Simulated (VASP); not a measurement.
Output of a VASP run:

OSZICAR:
```
...
DAV:   6    -0.206496545076E+02   -0.80268E-03   -0.95155E-04  4467   0.229E-01    0.128E-01
DAV:   7    -0.206496591131E+02   -0.46055E-05   -0.27674E-05  4805   0.367E-02    0.263E-02
DAV:   8    -0.206496628192E+02   -0.37061E-05   -0.72090E-06  4249   0.246E-02    0.318E-03
DAV:   9    -0.206496624816E+02    0.33755E-06   -0.25496E-07  3505   0.549E-03    0.890E-04
DAV:  10    -0.206496624218E+02    0.59768E-07   -0.46053E-08  2050   0.216E-03
   3 F= -.18066537E+02 E0= -.18066253E+02  d E =-.538753E-01
       N       E                     dE             d eps       ncg     rms          rms(c)
DAV:   1    -0.206457913169E+02    0.38712E-02   -0.50063E-02  4221   0.273E+00    0.466E-01
DAV:   2    -0.206441291962E+02    0.16621E-02   -0.46888E-03  4229   0.723E-01    0.682E-02
DAV:   3    -0.206440527205E+02    0.76476E-04   -0.58624E-04  4459   0.233E-01    0.655E-02
DAV:   4    -0.206440885294E+02   -0.35809E-04   -0.25843E-05  4136   0.416E-02    0.531E-03
DAV:   5    -0.206440898257E+02   -0.12963E-05   -0.57023E-06  4477   0.224E-02    0.382E-03
DAV:   6    -0.206440900738E+02   -0.24817E-06   -0.48941E-07  4089   0.654E-03    0.756E-04
DAV:   7    -0.206440900211E+02    0.52758E-07   -0.68699E-09  2046   0.825E-04
   4 F= -.18066766E+02 E0= -.18066491E+02  d E =-.541038E-01
       N       E                     dE             d eps       ncg     rms          rms(c)
DAV:   1    -0.206421756452E+02    0.19144E-02   -0.69067E-03  4222   0.101E+00    0.173E-01
DAV:   2    -0.206419458416E+02    0.22980E-03   -0.64459E-04  4229   0.268E-01    0.254E-02
DAV:   3    -0.206419358260E+02    0.10016E-04   -0.81262E-05  4451   0.867E-02    0.243E-02
DAV:   4    -0.206419422206E+02   -0.63946E-05   -0.35630E-06  4136   0.154E-02    0.206E-03
DAV:   5    -0.206419424593E+02   -0.23871E-06   -0.79910E-07  4419   0.839E-03    0.144E-03
DAV:   6    -0.206419425304E+02   -0.71126E-07   -0.63273E-08  2057   0.244E-03
   5 F= -.18066769E+02 E0= -.18066498E+02  d E =-.541071E-01
       N       E                     dE             d eps       ncg     rms          rms(c)
DAV:   1    -0.206464997272E+02   -0.45573E-02   -0.23048E-02  4189   0.183E+00    0.307E-01
DAV:   2    -0.206457680386E+02    0.73169E-03   -0.20312E-03  4197   0.478E-01    0.475E-02
DAV:   3    -0.206457267695E+02    0.41269E-04   -0.26934E-04  4410   0.157E-01    0.433E-02
DAV:   4    -0.206457349704E+02   -0.82010E-05   -0.13053E-05  4193   0.289E-02    0.439E-03
DAV:   5    -0.206457351535E+02   -0.18303E-06   -0.27568E-06  4409   0.158E-02    0.292E-03
DAV:   6    -0.206457351139E+02    0.39618E-07   -0.11247E-07  2357   0.304E-03
   6 F= -.18066734E+02 E0= -.18066458E+02  d E =0.352297E-04
       N       E                     dE             d eps       ncg     rms          rms(c)
DAV:   1    -0.206433481382E+02    0.23870E-02   -0.12702E-02  4190   0.136E+00    0.229E-01
DAV:   2    -0.206429388534E+02    0.40928E-03   -0.11232E-03  4197   0.356E-01    0.352E-02
DAV:   3    -0.206429184047E+02    0.20449E-04   -0.14824E-04  4410   0.117E-01    0.323E-02
DAV:   4    -0.206429283467E+02   -0.99419E-05   -0.71785E-06  4193   0.215E-02    0.305E-03
DAV:   5    -0.206429286616E+02   -0.31498E-06   -0.14610E-06  4393   0.115E-02    0.210E-03
DAV:   6    -0.206429288004E+02   -0.13872E-06   -0.59467E-08  2069   0.221E-03    0.528E-04
DAV:   7    -0.206429287888E+02    0.11584E-07   -0.13514E-08  2043   0.107E-03
   7 F= -.18066774E+02 E0= -.18066502E+02  d E =-.492408E-05
```

OUTCAR:
```
------------------------ aborting loop because EDIFF is reached ----------------------------------------
  FORCE on cell =-STRESS in cart. coord.  units (eV):
  Direction    XX          YY          ZZ          XY          YZ          ZX
  --------------------------------------------------------------------------------------
  Total        2.5718857      2.5718866      2.5836553      0.0000000     -0.0000000      0.0000000
  in kB      149.7514154    149.7514667    150.4367106      0.0000000     -0.0000000      0.0000000
  external PRESSURE =      -0.0201357 kB  Pullay stress =     150.0000000 kB
  volume of cell :       27.52
      direct lattice vectors                 reciprocal lattice vectors
     1.353407980 -2.344171786 -0.000000000     0.369437751 -0.213294948  0.000000000
     1.353407980  2.344171786  0.000000000     0.369437751  0.213294948  0.000000000
    -0.000000000  0.000000000  4.336537973     0.000000000 -0.000000000  0.230598696
 POSITION                                       TOTAL-FORCE (eV/Angst)
 -----------------------------------------------------------------------------------
      1.35341      0.78139      1.08413        -0.000000      0.000000      0.000000
      1.35341     -0.78139      3.25240         0.000000     -0.000000      0.000000
 -----------------------------------------------------------------------------------
    total drift:                                0.000023      0.000600     -0.000043
  FREE ENERGIE OF THE ION-ELECTRON SYSTEM (eV)
  ---------------------------------------------------
  free  energy   TOTEN  =       -20.6429287888 eV

  energy  without entropy=      -20.6421128027  energy(sigma->0) =      -20.64265679
  enthalpy is  TOTEN    =       -18.0667737664 eV   P V=        2.5761550224

 reached required accuracy - stopping structural energy minimisation
```
(Selected blocks of OUTCAR.)

**POSCAR**
```
Tc
1
    1.3724620931    -2.3771744724    -0.0000000000
    1.3724620931     2.3771744724     0.0000000000
    0.0000000000     0.0000000000     4.3974216093
Tc
2
Direct
  0.3333330000   0.6666670000   0.2500000000
  0.6666670000   0.3333330000   0.7500000000
```

### Question
Write an INCAR and KPOINTS that could have produced this output.

### Answer
This is not unique; one that fits is the input of the run itself, PBE GGA, plane waves, VASP's PBE PAW potentials (set 64).

### INCAR
```
! general
SYSTEM =Tc
PREC   =Accurate
ENCUT  =480
LREAL  =F
LASPH  =T

! electronic loop
EDIFF  =1E-7
NELM   =100
ALGO   =Normal
LMAXMIX=4

! smearing
ISMEAR =1
SIGMA  =0.1

! functional
GGA    =PE

! ions
IBRION =2
NSW    =40
ISIF   =3
EDIFFG =-0.01
PSTRESS=150

! output
LWAVE  =F
LCHARG =F
```

**KPOINTS**
```
Automatic mesh
0
Gamma
14 14 8
0 0 0
```

POTCAR, in this order: Tc_pv (PBE.64 set). Program: vasp_std.

Energy and stress use the plane-wave basis of the starting cell.

The compound is Tc in the hcp structure. This run relaxes it under an external pressure of 15 GPa. Symmetry was kept, so distortions that lower it aren't found.
